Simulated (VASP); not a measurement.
Input:

```
SnSe2
1.0
    1.91199    -3.31166     0.00000
    1.91199     3.31166     0.00000
    0.00000     0.00000     8.80746
Sn Se
1 2
Direct
  0.00000   0.00000   0.00000
  0.33333   0.66667   0.17745
  0.66667   0.33333   0.82255
```

All values below come from revPBE GGA, VASP's PBE PAW potentials (set 64) (plane waves; VASP 6.6.1). Run with 520 eV cut-off, 7×7×3 Γ-centred mesh, Gaussian smearing of 0.050 eV, potentials Sn_d Se.

Without a dispersion term in the relaxation, distances and binding between the weakly bound layers, chains or molecules are unreliable, and so is what depends on them.

Q: The ions and cell shape at fixed volume are relaxed. Which structure does the run end with?

A: 
```
SnSe2
1.0
    1.95108    -3.37938     0.00000
    1.95108     3.37938     0.00000
    0.00000     0.00000     8.45803
Sn Se
1 2
Direct
  0.00000   0.00000   0.00000
  0.33333   0.66667   0.18883
  0.66667   0.33333   0.81117
```
Space group P-3m1 (164), at a tolerance of 0.03 Å.

Q: How much energy does the relaxation gain?

A: The energy (σ→0) changes by -19.1 meV/atom, in 7 ionic steps.

The compound is SnSe2 in the 1T layered structure. This cell is one point of a volume scan, at 0.94 of the reference volume. Symmetry was kept, so distortions that lower it aren't found.
